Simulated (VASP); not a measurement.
# ZnO (zincite) with r2SCAN + rVV10: from relaxation to properties, part 2 of 2

Aim: relax ZnO (zincite) with r2SCAN + rVV10, compute its properties on that cell and hold them against experiment. Left out of this account: 1 further run (core levels: core levels are not valid at this level). The start is a cell from a database of measured crystal structures.

VASP 6.6.1, plane waves and PAW; the level of theory is named at each step.

So far, gap on the k-mesh (eV): step 2 (relaxing cell and atoms (r2SCAN + rVV10)) 1.18; step 5 (density of states (r2SCAN + rVV10)) 1.18. The relaxed cell has a = 3.234, c = 5.207 Å (conventional setting).

### Step 7. Optical spectrum (r2SCAN + rVV10)

LOPTICS sums transitions from filled to empty bands. The mesh is finer than in the run before. NBANDS is raised for it.

Contents of INCAR:

```
SYSTEM = ZnO
PREC = Accurate
ENCUT = 520
EDIFF = 1E-06
NELM = 100
ISMEAR = 0
SIGMA = 0.05
LREAL = .FALSE.
ALGO = Normal
METAGGA = R2SCAN
LUSE_VDW = .TRUE.
IVDW_NL = 2
BPARAM = 11.95
CPARAM = 0.0093
LASPH = .TRUE.
NBANDS = 50
LORBIT = 11
LWAVE = .FALSE.
LCHARG = .FALSE.
KPAR = 4
LOPTICS = .TRUE.
NEDOS = 1500
CSHIFT = 0.1
```

Contents of POSCAR:

```
ZnO
1.0
    3.2335807289      0.0000000000      0.0000000000
   -1.6167903645      2.8003630564      0.0000000000
    0.0000000000      0.0000000000      5.2065965983
Zn O
2 2
Direct
    0.3333333333      0.6666666667      0.4994298289
    0.6666666667      0.3333333333      0.9994298289
    0.6666666667      0.3333333333      0.3795801711
    0.3333333333      0.6666666667      0.8795801711
```

Contents of KPOINTS:

```
Automatic mesh
0
Gamma
12 12 7
0 0 0
```

The projector-augmented-wave data sets are Zn and O (PBE family, release 64).

On the command line:

```
$ mpirun -np 4 vasp_std
```

Elapsed: 5.7 min, on 4 MPI ranks of AMD EPYC 7R43, shared host; peak memory 1.6 GiB.

These are independent-particle spectra without excitons or local fields, and fine structure depends on the mesh and on CSHIFT.

This step gave:

- SCF cycles: 16
- bands: 50
- irreducible k-points: 76
- Fermi energy: 1.134 eV
- pressure: 0.03443 GPa

The imaginary dielectric function has structure finer than the step of the table below, so its rows give means over 0.5 eV, whole bins alone (the curve runs from 0 to 25.0 eV). Peaks (eV: height): xx 2.15: 1.92, 3.04: 1.76, 7.82: 2.85, 10.97: 4.48, 11.60: 4.39, 12.70: 3.68, 14.54: 3.57; zz 6.51: 3.00, 7.50: 3.11, 9.81: 2.85, 11.49: 3.91, 13.22: 4.73, 13.64: 4.42, 14.48: 4.16.

Imaginary dielectric function against photon energy; means over each step:

```
photon energy (eV)      xx      zz
               0.5  0.0425  0.0342
               1.0   0.433   0.268
               1.5   0.834   0.651
               2.0    1.36    1.54
               2.5   0.957    1.10
               3.0    1.50    1.68
               3.5   0.864   0.915
               4.0    1.39    1.64
               4.5    1.01    1.13
               5.0    1.30    1.50
               5.5    1.40    1.46
               6.0    1.24    1.13
               6.5    2.15    2.33
               7.0    2.05    2.10
               7.5    2.58    2.79
               8.0    2.37    2.51
               8.5    2.21    2.18
               9.0    2.18    2.61
               9.5    2.42    2.54
              10.0    2.68    2.60
              10.5    3.53    2.19
              11.0    4.23    2.65
              11.5    4.06    3.45
              12.0    3.43    3.14
              12.5    3.30    3.61
              13.0    3.43    4.55
              13.5    3.37    4.20
              14.0    2.95    3.51
              14.5    3.25    3.69
              15.0    2.84    2.78
              15.5    2.24    1.78
              16.0    1.59    1.38
              16.5    1.29    1.17
              17.0    1.18    1.23
              17.5    1.05    1.26
              18.0   0.967    1.04
              18.5   0.969   0.976
              19.0   0.935   0.911
              19.5   0.840   0.881
              20.0   0.652   0.659
              20.5   0.534   0.478
              21.0   0.563   0.537
              21.5   0.460   0.400
              22.0   0.506   0.478
              22.5   0.453   0.455
              23.0   0.519   0.425
              23.5   0.448   0.341
              24.0   0.447   0.386
              24.5   0.428   0.362
```

Table of real dielectric function by photon energy:

```
photon energy (eV)       xx       zz
                 0     4.35     4.38
                 1     4.89     4.79
                 2     4.53     3.97
                 3     3.62     3.36
                 4     3.44     3.08
                 5     3.89     3.95
                 6     3.83     3.68
                 7     3.77     4.24
                 8     2.71     2.73
                 9     3.23     3.05
                10     3.45     2.30
                11     2.28     2.97
                12    0.822     1.88
                13    0.745     1.45
                14   0.0486   -0.400
                15   -0.445    -1.39
                16   -0.810   -0.642
                17   -0.377   -0.264
                18  -0.0248   -0.146
                19   0.0237   0.0340
                20  0.00529  -0.0809
                21    0.235    0.208
                22    0.386    0.361
                23    0.471    0.414
                24    0.538    0.531
```

The mean of ε2 over directions passes 5 % of its top at 1.00 eV, against a least direct gap of 1.18 eV on this mesh; what lies under the gap is the tail of the broadening by CSHIFT.

### Step 8. A semilocal run for the hybrid's start

This step: r2SCAN; plane waves and PAW (Zn, O) (VASP 6.6.1).

A hybrid converges badly from random orbitals, so a cheap semilocal run writes a WAVECAR on the same mesh first.

Contents of INCAR:

```
SYSTEM = ZnO
PREC = Accurate
ENCUT = 520
EDIFF = 1E-05
NELM = 100
ISMEAR = 0
SIGMA = 0.05
LREAL = .FALSE.
ALGO = Normal
METAGGA = R2SCAN
LASPH = .TRUE.
NBANDS = 24
LORBIT = 11
LWAVE = .TRUE.
LCHARG = .FALSE.
KPAR = 4
```

POSCAR is that of step 7.

Contents of KPOINTS:

```
Automatic mesh
0
Gamma
5 5 3
0 0 0
```

On the command line:

```
$ mpirun -np 4 vasp_std
```

Elapsed: 31 s, on 4 MPI ranks; peak memory 0.49 GiB; 2 min of CPU time.

A gap read on the k-mesh alone can miss the band edges.

This step gave:

```
SCF cycles                     : 14
bands                          : 24
irreducible k-points           : 10
free energy (TOTEN)            : -36.31 eV
Fermi energy                   : 1.216 eV
pressure                       : 0.8872 GPa
gap on the k-mesh              : 1.233 eV
least direct gap on the k-mesh : 1.233 eV
```

### Step 9. Band structure (HSE06)

This step: HSE06; plane waves and PAW (Zn, O) (VASP 6.6.1).

HSE06 mixes in a quarter of exact exchange at short range, at far higher cost; in semiconductors this cures much of the gap error, while metals seldom gain.

Contents of INCAR:

```
SYSTEM = ZnO
PREC = Accurate
ENCUT = 520
EDIFF = 1E-06
NELM = 100
ISMEAR = 0
SIGMA = 0.05
LREAL = .FALSE.
ALGO = Normal
LHFCALC = .TRUE.
AEXX = 0.25
GGA = PE
HFSCREEN = 0.2
LASPH = .TRUE.
NBANDS = 24
PRECFOCK = Fast
LORBIT = 11
LWAVE = .FALSE.
LCHARG = .FALSE.
KPAR = 4
```

POSCAR is that of step 8.

KPOINTS is that of step 8.

Contents of KPOINTS_OPT:

```
Line mode
6
Line-mode
Reciprocal
  0.00000000   0.00000000   0.00000000 GAMMA
  0.50000000   0.00000000   0.00000000 M

  0.50000000   0.00000000   0.00000000 M
  0.33333333   0.33333333   0.00000000 K

  0.33333333   0.33333333   0.00000000 K
  0.00000000   0.00000000   0.00000000 GAMMA

  0.00000000   0.00000000   0.00000000 GAMMA
  0.00000000   0.00000000   0.50000000 A

  0.00000000   0.00000000   0.50000000 A
  0.50000000   0.00000000   0.50000000 L

  0.50000000   0.00000000   0.50000000 L
  0.33333333   0.33333333   0.50000000 H

  0.33333333   0.33333333   0.50000000 H
  0.00000000   0.00000000   0.50000000 A

  0.50000000   0.00000000   0.50000000 L
  0.50000000   0.00000000   0.00000000 M

  0.33333333   0.33333333   0.00000000 K
  0.33333333   0.33333333   0.50000000 H
```

The WAVECAR or CHGCAR of an earlier step is read.

On the command line:

```
$ mpirun -np 4 vasp_std
```

Wall time 26 min (4 MPI ranks).

The run was cut off at its time limit.

The self-consistent loop had finished, and the limit fell in the path of KPOINTS_OPT; fewer path points or more time would be the way on.

### Step 10. Bands along the symmetry lines (TB-mBJ)

This step: TB-mBJ; plane waves and PAW (Zn, O) (VASP 6.6.1).

The mesh alone shows little of the dispersion and can miss band extrema, so KPOINTS_OPT adds a path through the symmetry points after the self-consistent cycle. TB-mBJ is a local potential fitted to gaps: it costs far less than a hybrid but gives no energy.

Contents of INCAR:

```
SYSTEM = ZnO
PREC = Accurate
ENCUT = 520
EDIFF = 1E-06
NELM = 150
ISMEAR = 0
SIGMA = 0.05
LREAL = .FALSE.
ALGO = Normal
METAGGA = MBJ
LASPH = .TRUE.
NBANDS = 32
LORBIT = 11
LWAVE = .FALSE.
LCHARG = .FALSE.
KPAR = 4
```

POSCAR is that of step 9.

Contents of KPOINTS:

```
Automatic mesh
0
Gamma
8 8 5
0 0 0
```

KPOINTS_OPT, as its differences from that of step 9:

```diff
@@ -1,3 +1,3 @@
 Line mode
-6
+16
 Line-mode
```

On the command line:

```
$ mpirun -np 4 vasp_std
```

It took 2.7 min on 4 MPI ranks; peak memory 0.71 GiB; 11 min of CPU time.

This functional is a potential without an energy, so its energies, forces and stress mean nothing and are not read.

This step gave:

| Quantity | Value |
| --- | --- |
| SCF cycles | 53 |
| bands | 32 |
| irreducible k-points | 30 |
| Fermi energy | 3.085 eV |
| least gap on mesh and path | 2.578 eV |
| least direct gap on mesh and path | 2.578 eV |

Electronic bands along the path, in eV, zero at the valence-band top; v1 is the highest filled band, c1 the lowest empty one:

```
          point     v4     v3     v2     v1    c1    c2     c3
              Γ  -0.72  -0.11   0.00   0.00  2.58  7.26   9.94
0.47 of the way  -1.28  -1.24  -0.42  -0.33  4.58  8.92   9.85
              M  -2.44  -2.06  -1.07  -0.79  7.63  8.55   9.36
0.47 of the way  -2.73  -2.07  -1.29  -1.03  8.23  9.03   9.41
              K  -3.01  -1.65  -1.65  -1.49  9.46  9.64   9.64
0.47 of the way  -2.02  -1.60  -0.65  -0.62  5.65  9.47  10.18
              Γ  -0.72  -0.11   0.00   0.00  2.58  7.26   9.94
0.47 of the way  -0.62  -0.62  -0.09  -0.09  3.34  6.63  10.49
              A  -0.35  -0.35  -0.35  -0.35  5.04  5.04  12.10
0.53 of the way  -1.19  -1.19  -0.89  -0.89  6.52  6.52  11.39
              L  -1.37  -1.37  -1.25  -1.25  7.54  7.54  10.39
0.47 of the way  -1.81  -1.81  -1.19  -1.19  8.19  8.19  10.42
              H  -2.28  -2.28  -1.17  -1.17  9.69  9.69   9.91
0.47 of the way  -1.33  -1.33  -1.10  -1.10  6.97  6.97  11.29
              A  -0.35  -0.35  -0.35  -0.35  5.04  5.04  12.10
      jump to L  -1.37  -1.37  -1.25  -1.25  7.54  7.54  10.39
0.53 of the way  -2.03  -1.87  -1.01  -0.93  7.38  8.27   9.77
              M  -2.44  -2.06  -1.07  -0.79  7.63  8.55   9.36
      jump to K  -3.01  -1.65  -1.65  -1.49  9.46  9.64   9.64
0.47 of the way  -2.88  -1.70  -1.44  -1.44  9.54  9.71   9.71
              H  -2.28  -2.28  -1.17  -1.17  9.69  9.69   9.91
```

Of the projections kept (Zn, O), the largest for each band there; the rest of the weight can lie on other orbitals:

```
point       v4       v3       v2       v1       c1       c2       c3
    Γ   O 0.54   O 0.59   O 0.57   O 0.57  Zn 0.63  Zn 0.81   O 0.69
    M  Zn 0.67  Zn 0.53  Zn 0.54   O 0.55  Zn 0.66  Zn 0.53  Zn 0.74
    K  Zn 0.85  Zn 0.59  Zn 0.59  Zn 0.55  Zn 0.94  Zn 0.57  Zn 0.57
    Γ   O 0.54   O 0.59   O 0.57   O 0.57  Zn 0.63  Zn 0.81   O 0.69
    A   O 0.55   O 0.55   O 0.55   O 0.55   O 0.51   O 0.51  Zn 0.79
    L  Zn 0.50  Zn 0.50   O 0.51   O 0.51  Zn 0.79  Zn 0.79   O 0.53
```

The gap moves by +1.40 eV against r2SCAN with rVV10.

### Step 11. Summary of results

| Quantity | Value |
| --- | --- |
| relaxed volume | 11.79 Å³/atom |
| relaxed conventional cell a, b, c | 3.234, 3.234, 5.207 Å; angles 90.0, 90.0, 120.0° |
| space group after relaxing, within 0.02 Å | P6_3mc (No. 186) |
| band gap | 1.18 eV, direct |
| gap among the points of the DOS mesh alone, an upper bound | 1.18 eV |
| highest zone-centre mode | 550 cm⁻¹ |
| strongest peak of ε2, mean over directions | 11.5 eV |
| ε1 at zero frequency, no local fields, mean | 4.36 |
| band gap (TB-mBJ) | 2.58 eV, direct |

With r2SCAN + rVV10, ZnO (zincite) relaxes to 11.79 Å³/atom in space group P6_3mc (held by the symmetry of the run) and has a direct gap of 1.18 eV. Against the listed cell the volume lies -0.9 % (a -0.5 %, c under 0.05 %). Not obtained: band structure (HSE06), because the run hit its time limit. Band structure (r2SCAN + rVV10): The path shows a direct gap of 1.18 eV (valence top at Γ, conduction bottom at Γ). Zone-centre phonons (r2SCAN + rVV10): The highest mode in this list at Γ, 549.5 cm⁻¹, is mostly motion of O (99 % of the kinetic energy). Bands along the symmetry lines (TB-mBJ): On this path the gap is direct, 2.58 eV, with the valence top at Γ and the conduction bottom at Γ. The other levels ran on the cell relaxed with r2SCAN + rVV10, and without spin-orbit coupling unless named. Semilocal functionals usually underestimate gaps. Modes at Γ alone can't show that the crystal is stable at other wave vectors, and the LO-TO splitting is not included. No search among competing phases was made, and a listed structure need not be the one stable at ambient conditions. All values are for a static lattice at zero temperature.

Calculation against experiment:

| quantity | measured | r2SCAN with rVV10 | TB-mBJ |
| --- | --- | --- | --- |
| lattice constant a (Å) | 3.24945 | 3.234 (-0.5 %) | - |
| lattice constant c (Å) | 5.20574 | 5.207 (+0.0 %) | - |
| band gap (least gap) (eV) | 3.38 | 1.18 (-2.20 eV) | 2.58 (-0.80 eV) |
| Raman mode, E2(low) (cm⁻¹) | 95 | 87 (-8.1 %) | - |
| Raman mode, A1(TO) (cm⁻¹) | 374 | 384 (+2.6 %) | - |
| Raman mode, E2(high) (cm⁻¹) | 434.6 | 442 (+1.7 %) | - |

Measured values from arxiv:0808.0492 (2008), pmc:10652265 (2023) and pmc:6864518 (2019).

How well it matches: Measured modes were matched to the nearest mode of that symmetry; at r2SCAN with rVV10, 3 of them have a partner, and the computed frequencies miss them by 4.1 % on average (mean signed -1.3 %), which is fair agreement. The lattice constant a is off by -0.5 %: good agreement. The lattice constant c matches within 0.05 %: good agreement. For the band gap, of the levels listed nearest comes TB-mBJ (-0.80 eV, a clear miss) and farthest r2SCAN with rVV10 (-2.20 eV, a clear miss). Zero-point and thermal motion shift the measured gap. The grades are ours: good and fair within 0.7 and 1.5 % for the lattice constant a, 0.8 and 2 % for the lattice constant c and 3 and 7 % for the Raman mode. Zero-point motion and thermal expansion (measured at up to 300 K) are not in the computed lattice constants and Raman mode.

[Lines on the potential files, build, host, timing and source positions are cut from VASP's logs without a mark.]

[Logs are printed without paths, hosts, clocks, repeated set-up lines and the standing remarks that a program may print on its own settings, such as how far it seeks lower states.]

[Hosts, paths, dates, database ids (printed as entryN), source tags and the programs' standing remarks are cut or masked in the printed files.]

[A measured line is paired with the nearest computed mode of its activity, which favours agreement.]
